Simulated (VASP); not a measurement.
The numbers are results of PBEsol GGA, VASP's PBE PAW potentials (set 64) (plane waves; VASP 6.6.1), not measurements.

VASP input:

File POSCAR:
```
Rb
1.0
 -2.7881647626   2.7881647626   2.7881647626
  2.7881647626  -2.7881647626   2.7881647626
  2.7881647626   2.7881647626  -2.7881647626
Rb
1
Cartesian
  0.0000000000   0.0000000000   0.0000000000
```

### INCAR
```
SYSTEM = Rb
PREC = Normal; ENCUT = 400; LREAL = .FALSE.
LASPH = .TRUE.
EDIFF = 1E-5; NELM = 100; NELMIN = 4
ALGO = Fast; LMAXMIX = 4
ISMEAR = 1; SIGMA = 0.1
GGA = PS
IBRION = 2; NSW = 20; ISIF = 2
EDIFFG = -0.03
LWAVE = .FALSE.; LCHARG = .FALSE.
```

KPOINTS:
```
Automatic
0
gamma
  10 10 10
```

POTCAR, in this order: Rb_sv (PBE.64 set). Program: vasp_std.

Problem. What will the output report for the number of irreducible k-points (NKPTS), largest plane-wave count, number of space-group operations, FFT grid (NGX, NGY, NGZ)?

Solution. 
```json
{
  "number of irreducible k-points (NKPTS)": "47",
  "largest_plane_wave_count": "1593",
  "number_of_space_group_operations": "48",
  "FFT grid (NGX, NGY, NGZ)": "24 × 24 × 24"
}
```

The compound is Rb in the bcc structure. It was relaxed first.
